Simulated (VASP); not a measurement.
These are PBEsol GGA, VASP's PBE PAW potentials (set 64) (plane waves; VASP 6.6.1) values and carry that method's errors.

The input files of a VASP run:

POSCAR:
```
Zr2Ir
1
   -3.2508900000     3.2508900000     2.8968350000
    3.2508900000    -3.2508900000     2.8968350000
    3.2508900000     3.2508900000    -2.8968350000
Zr Ir
4 2
Direct
  0.6739700000   0.1739700000   0.8479400000
  0.3260300000   0.8260300000   0.1520600000
  0.1739700000   0.3260300000   0.5000000000
  0.8260300000   0.6739700000   0.5000000000
  0.7500000000   0.7500000000   0.0000000000
  0.2500000000   0.2500000000   0.0000000000
```

INCAR:
```
ALGO = Normal   # blocked Davidson
LREAL = .FALSE.
LASPH = .TRUE.
SIGMA = 0.1   # width (eV)
ISIF = 2
LCHARG = .FALSE.
SYSTEM = Zr2Ir
ENCUT = 300   # plane-wave cut-off (eV)
EDIFF = 1E-6   # SCF stop (eV)
ISMEAR = -1
LMAXMIX = 6   # l cut-off of mixed one-centre charges
LWAVE = .FALSE.
GGA = PS   # PBEsol
NELM = 100
PREC = Accurate
```

**KPOINTS**
```
Automatic mesh
0
Gamma
5 5 5
0 0 0
```

POTCAR, in this order: Zr_sv Ir (PBE.64 set). Program: vasp_std.

The run wrote:

OUTCAR:
```
 ion  position               nearest neighbor table
   1  0.674  0.174  0.848-   5 2.81   6 2.81   6 2.81   5 2.81   2 3.20   2 3.22   2 3.22   3 3.40
                             4 3.40   4 3.40   3 3.40   3 3.68   4 3.68   4 3.68   3 3.68
   2  0.326  0.826  0.152-   5 2.81   6 2.81   6 2.81   5 2.81   1 3.20   1 3.22   1 3.22   4 3.40
                             3 3.40   4 3.40   3 3.40   4 3.68   3 3.68   4 3.68   3 3.68
   3  0.174  0.326  0.500-   5 2.81   6 2.81   6 2.81   5 2.81   4 3.20   4 3.22   4 3.22   2 3.40
                             1 3.40   2 3.40   1 3.40   1 3.68   2 3.68   2 3.68   1 3.68
   4  0.826  0.674  0.500-   6 2.81   5 2.81   5 2.81   6 2.81   3 3.20   3 3.22   3 3.22   2 3.40
                             1 3.40   1 3.40   2 3.40   1 3.68   2 3.68   1 3.68   2 3.68
   5  0.750  0.750  0.000-   1 2.81   2 2.81   3 2.81   4 2.81   4 2.81   3 2.81   1 2.81   2 2.81
                             6 2.90   6 2.90
   6  0.250  0.250  0.000-   1 2.81   2 2.81   4 2.81   3 2.81   3 2.81   4 2.81   2 2.81   1 2.81
                             5 2.90   5 2.90
  LATTYP: Found a body centered tetragonal cell.
 ALAT       =     6.5017800000
 C/A-ratio  =     0.8910898246
 Subroutine PRICEL returns:
 Original cell was already a primitive cell.
 Subroutine GETGRP returns: Found 16 space group operations
The static configuration has the point symmetry C_4h.
 The point group associated with its full space group is D_4h.
The dynamic configuration has the point symmetry C_4h.
 Subroutine INISYM returns: Found 16 space group operations
 Subroutine IBZKPT returns following result:
 Found     18 irreducible k-points:

 Following reciprocal coordinates:
            Coordinates               Weight
  0.000000  0.000000  0.000000      1.000000
  0.200000 -0.000000  0.000000      8.000000
  0.400000 -0.000000  0.000000      8.000000
  0.200000  0.200000  0.000000      8.000000
  0.400000  0.200000  0.000000     16.000000
 -0.400000  0.200000 -0.000000     16.000000
 -0.200000  0.200000  0.000000      4.000000
  0.400000  0.400000  0.000000      8.000000
 -0.400000  0.400000  0.000000      4.000000
  0.200000  0.200000  0.200000      8.000000
 -0.200000  0.200000  0.200000      4.000000
 -0.400000  0.400000  0.200000      8.000000
 -0.200000  0.400000  0.200000      8.000000
 -0.400000 -0.400000  0.200000      8.000000
 -0.200000 -0.400000  0.200000      8.000000
 -0.200000 -0.200000  0.200000      2.000000
 -0.400000  0.400000  0.400000      4.000000
 -0.400000 -0.400000  0.400000      2.000000
   k-points           NKPTS =     18   k-points in BZ     NKDIM =     18   number of bands    NBANDS=     39
   number of dos      NEDOS =    301   number of ions     NIONS =      6
   total plane-waves  NPLWV =  32768
   dimension x,y,z NGX =    32 NGY =   32 NGZ =   32
   dimension x,y,z NGXF=    64 NGYF=   64 NGZF=   64
   ions per type =               4   2
   PREC   = accura    normal or accurate (medium, high low for compatibility)
   ISTART =      0    job   : 0-new  1-cont  2-samecut
   ICHARG =      2    charge: 1-file 2-atom 10-const
   ISPIN  =      1    spin polarized calculation?
   LNONCOLLINEAR =      F non collinear calculations
   LSORBIT =      F    spin-orbit coupling
   INIWAV =      1    electr: 0-lowe 1-rand  2-diag
   ENCUT  =  300.0 eV  22.05 Ry    4.70 a.u.   7.67  7.67  7.67*2*pi/ulx,y,z
   NELM   =    100;   NELMIN=  2; NELMDL= -5     # of ELM steps
   EDIFF  = 0.1E-05   stopping-criterion for ELM
   LREAL  =      F    real-space projection
   NLSPLINE    = F    spline interpolate recip. space projectors
   LMAXMIX     =    6 max onsite mixed and CHGCAR
   VOSKOWN=      0    Vosko Wilk Nusair interpolation
   EDIFFG = 0.1E-04   stopping-criterion for IOM
   NSW    =      0    number of steps for IOM
   NBLOCK =      1;   KBLOCK =      1    inner block; outer block
   IBRION =     -1    ionic relax: 0-MD 1-quasi-New 2-CG
   NFREE  =      0    steps in history (QN), initial steepest desc. (CG)
   ISIF   =      2    stress and relaxation
   ISYM   =      2    0-nonsym 1-usesym 2-fastsym
   TEIN   =    0.0    initial temperature
   TEBEG  =    0.0;   TEEND  =   0.0 temperature during run
...
```

### OSZICAR
```
       N       E                     dE             d eps       ncg     rms          rms(c)
DAV:   1     0.534539906981E+03    0.53454E+03   -0.25184E+04  1412   0.113E+03
DAV:   2    -0.657848676666E+01   -0.54112E+03   -0.52133E+03  1517   0.427E+02
DAV:   3    -0.584174467766E+02   -0.51839E+02   -0.50349E+02  2384   0.957E+01
DAV:   4    -0.629669320399E+02   -0.45495E+01   -0.45112E+01  2145   0.262E+01
DAV:   5    -0.632294511554E+02   -0.26252E+00   -0.26180E+00  2265   0.629E+00    0.275E+01
DAV:   6    -0.606208357012E+02    0.26086E+01   -0.38435E+00  1598   0.116E+01    0.109E+01
DAV:   7    -0.600603027914E+02    0.56053E+00   -0.25040E+00  2162   0.101E+01    0.219E+00
DAV:   8    -0.600535714599E+02    0.67313E-02   -0.25920E-01  2002   0.245E+00    0.155E+00
DAV:   9    -0.600487413815E+02    0.48301E-02   -0.12851E-01  2082   0.228E+00    0.497E-01
DAV:  10    -0.600440754122E+02    0.46660E-02   -0.21448E-02  1910   0.855E-01    0.590E-02
DAV:  11    -0.600441288871E+02   -0.53475E-04   -0.10979E-03  1923   0.133E-01    0.376E-02
DAV:  12    -0.600441162727E+02    0.12614E-04   -0.11684E-04  1998   0.574E-02    0.161E-02
DAV:  13    -0.600441162964E+02   -0.23717E-07   -0.55456E-06  1594   0.139E-02
   1 F= -.60044116E+02 E0= -.59942623E+02  d E =-.202987E+00
```

File OUTCAR:
```
------------------------ aborting loop because EDIFF is reached ----------------------------------------
  FORCE on cell =-STRESS in cart. coord.  units (eV):
  Direction    XX          YY          ZZ          XY          YZ          ZX
  --------------------------------------------------------------------------------------
  Total       -3.2876903     -3.2876903     -4.6901211      0.0000000     -0.0000000      0.0000000
  in kB      -43.0143317    -43.0143317    -61.3629654      0.0000000     -0.0000000      0.0000000
  external PRESSURE =     -49.1305429 kB  Pullay stress =       0.0000000 kB
  volume of cell :      122.46
      direct lattice vectors                 reciprocal lattice vectors
    -3.250890000  3.250890000  2.896835000     0.000000000  0.153804035  0.172602168
     3.250890000 -3.250890000  2.896835000     0.153804035  0.000000000  0.172602168
     3.250890000  3.250890000 -2.896835000     0.153804035  0.153804035  0.000000000
 POSITION                                       TOTAL-FORCE (eV/Angst)
 -----------------------------------------------------------------------------------
      1.13111      4.38200     -0.00000        -0.066086     -0.066086      0.000000
      2.11978     -1.13111      2.89684         0.066086      0.066086     -0.000000
      2.11978      1.13111      0.00000         0.066086     -0.066086      0.000000
      1.13111      2.11978      2.89684        -0.066086      0.066086      0.000000
      0.00000      0.00000      4.34525        -0.000000      0.000000     -0.000000
      0.00000      0.00000      1.44842         0.000000      0.000000     -0.000000
 -----------------------------------------------------------------------------------
    total drift:                                0.000000      0.000000      0.000000
  FREE ENERGIE OF THE ION-ELECTRON SYSTEM (eV)
  ---------------------------------------------------
  free  energy   TOTEN  =       -60.0441162964 eV

  energy  without entropy=      -59.8411296252  energy(sigma->0) =      -59.94262296
```
(Selected blocks of OUTCAR.)

OUTCAR:
```
 val. band max:        8.8351369059   @ k =   0.2000   0.2000   0.0000

 cond. band min:       8.8999039724   @ k =  -0.4000   0.4000   0.4000


 Fermi energy:         8.8927382450

 k-point     1 :       0.0000    0.0000    0.0000
  band No.  band energies     occupation
      1     -39.8221      2.00000
      2     -39.7583      2.00000
      3     -39.7202      2.00000
      4     -39.7202      2.00000
      5     -18.1206      2.00000
      6     -18.0174      2.00000
      7     -18.0174      2.00000
      8     -17.9752      2.00000
      9     -17.9752      2.00000
     10     -17.9141      2.00000
     11     -17.9069      2.00000
     12     -17.7125      2.00000
     13     -17.7063      2.00000
     14     -17.6168      2.00000
     15     -17.6168      2.00000
     16     -17.6042      2.00000
     17       1.5526      2.00000
     18       3.8777      2.00000
     19       4.2709      2.00000
     20       4.2846      2.00000
     21       4.2846      2.00000
     22       5.2747      2.00000
     23       5.6529      2.00000
     24       5.6842      2.00000
     25       5.8977      2.00000
     26       6.7562      2.00000
     27       6.7562      2.00000
     28       7.5155      2.00000
     29       8.2606      1.99641
     30       8.2606      1.99641
     31       8.6789      1.78923
     32       9.3227      0.02680
     33       9.3227      0.02680
     34       9.4150      0.01073
     35       9.4164      0.01058
     36       9.4164      0.01058
     37       9.5121      0.00407
     38      10.3206      0.00000
     39      10.3281      0.00000

 k-point     2 :       0.2000   -0.0000    0.0000
  band No.  band energies     occupation
      1     -39.8116      2.00000
      2     -39.7570      2.00000
      3     -39.7274      2.00000
      4     -39.7244      2.00000
      5     -18.1307      2.00000
      6     -18.0593      2.00000
      7     -18.0337      2.00000
      8     -17.9432      2.00000
      9     -17.9247      2.00000
...
```

At this cut-off the stress carries a Pulay error, which pulls relaxed volumes low. Unless said otherwise, spin-orbit coupling is left out, though it shifts the bands of the heavy elements here.

The structure comes from a computed database's Zr2Ir entry (I4/mcm); how it stands against other phases isn't given here. The cell was not relaxed at this level.
